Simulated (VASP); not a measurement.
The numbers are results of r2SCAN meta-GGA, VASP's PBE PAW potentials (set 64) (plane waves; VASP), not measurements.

The input files of a VASP run:

INCAR:
```
! general
SYSTEM  = GdN
PREC    = Accurate
ENCUT   = 600
LREAL   = .FALSE.
LASPH   = .TRUE.

! electronic loop
EDIFF   = 1E-7
NELM    = 100
ALGO    = Normal
LMAXMIX = 6
LMIXTAU = .TRUE.

! smearing
ISMEAR  = 0
SIGMA   = 0.05

! functional
METAGGA = R2SCAN

! ions
ISIF    = 2

! output
LWAVE   = .FALSE.
LCHARG  = .FALSE.
```

### POSCAR
```
GdN
1
    0.0000000000     2.4946880930     2.4822767095
    2.4946880930     0.0000000000     2.4822767095
    2.4946880930     2.4946880930     0.0000000000
Gd N
1 1
Direct
  0.0000000000   0.0000000000   0.0000000000
  0.5000000000   0.5000000000   0.5000000000
```

KPOINTS:
```
kpoints
0
G
  8 8 8
0 0 0
```

POTCAR, in this order: Gd_3 N (PBE.64 set). Program: vasp_std.

The run wrote:

### OSZICAR
```
       N       E                     dE             d eps       ncg     rms          rms(c)
DAV:   1     0.200263977966E+02    0.20026E+02   -0.77300E+03  1306   0.137E+03
DAV:   2    -0.447708689718E+02   -0.64797E+02   -0.59054E+02  1652   0.250E+02
DAV:   3    -0.487445824504E+02   -0.39737E+01   -0.38236E+01  1753   0.501E+01
DAV:   4    -0.488081533191E+02   -0.63571E-01   -0.63375E-01  1719   0.556E+00
DAV:   5    -0.488090265467E+02   -0.87323E-03   -0.87310E-03  1688   0.564E-01    0.294E+01
DAV:   6    -0.432658296181E+02    0.55432E+01   -0.14575E+01  1627   0.268E+01    0.235E+01
DAV:   7    -0.435037127491E+02   -0.23788E+00   -0.71892E-01  1447   0.835E+00    0.151E+01
DAV:   8    -0.436763867370E+02   -0.17267E+00   -0.45358E-01  1394   0.886E+00    0.257E+00
DAV:   9    -0.435789463945E+02    0.97440E-01   -0.25634E-01  1319   0.752E+00    0.170E+00
DAV:  10    -0.435882761526E+02   -0.93298E-02   -0.43010E-02  1716   0.153E+00    0.264E-01
DAV:  11    -0.435790259199E+02    0.92502E-02   -0.41666E-03  1445   0.858E-01    0.617E-02
DAV:  12    -0.435889858700E+02   -0.99600E-02   -0.42905E-03  1433   0.820E-01    0.129E-01
DAV:  13    -0.435891993958E+02   -0.21353E-03   -0.65635E-04  1563   0.272E-01    0.270E-02
DAV:  14    -0.435892049561E+02   -0.55603E-05   -0.27536E-05  1495   0.669E-02    0.317E-02
DAV:  15    -0.435892006348E+02    0.43214E-05   -0.31807E-05  1569   0.569E-02    0.433E-02
DAV:  16    -0.435892066027E+02   -0.59680E-05   -0.16959E-04  1537   0.818E-02    0.109E-02
DAV:  17    -0.435892054130E+02    0.11898E-05   -0.43411E-06  1502   0.205E-02    0.854E-03
DAV:  18    -0.435892051121E+02    0.30088E-06   -0.52642E-07  1481   0.733E-03    0.436E-03
DAV:  19    -0.435892057556E+02   -0.64354E-06   -0.13394E-06  1668   0.102E-02    0.125E-03
DAV:  20    -0.435892057356E+02    0.20056E-07   -0.71364E-08   775   0.265E-03
   1 F= -.43589206E+02 E0= -.43589206E+02  d E =-.912321E-08
```

### OUTCAR
```
------------------------ aborting loop because EDIFF is reached ----------------------------------------
  FORCE on cell =-STRESS in cart. coord.  units (eV):
  Direction    XX          YY          ZZ          XY          YZ          ZX
  --------------------------------------------------------------------------------------
  Total       -0.3970774     -0.3970774     -0.1678708      0.0000000      0.0000000      0.0000000
  in kB      -20.5907936    -20.5907936     -8.7050860      0.0000000      0.0000000      0.0000000
  external PRESSURE =     -16.6288911 kB  Pullay stress =       0.0000000 kB
  volume of cell :       30.90
      direct lattice vectors                 reciprocal lattice vectors
     0.000000000  2.494688093  2.482276709    -0.200425857  0.200425857  0.201427987
     2.494688093  0.000000000  2.482276709     0.200425857 -0.200425857  0.201427987
     2.494688093  2.494688093  0.000000000     0.200425857  0.200425857 -0.201427987
 POSITION                                       TOTAL-FORCE (eV/Angst)
 -----------------------------------------------------------------------------------
      0.00000      0.00000      0.00000         0.000000      0.000000      0.000000
      2.49469      2.49469      2.48228        -0.000000      0.000000      0.000000
 -----------------------------------------------------------------------------------
    total drift:                                0.000000      0.000000      0.000000
  FREE ENERGIE OF THE ION-ELECTRON SYSTEM (eV)
  ---------------------------------------------------
  free  energy   TOTEN  =       -43.5892057356 eV

  energy  without entropy=      -43.5892057265  energy(sigma->0) =      -43.58920573
```
(Selected blocks of OUTCAR.)

The 4f electrons are frozen in the core of the lanthanide potential, so 4f levels, which can set the real gap, and their magnetism are missing.

The compound is GdN in the rock salt structure. This cell was strained or had an atom moved on purpose.
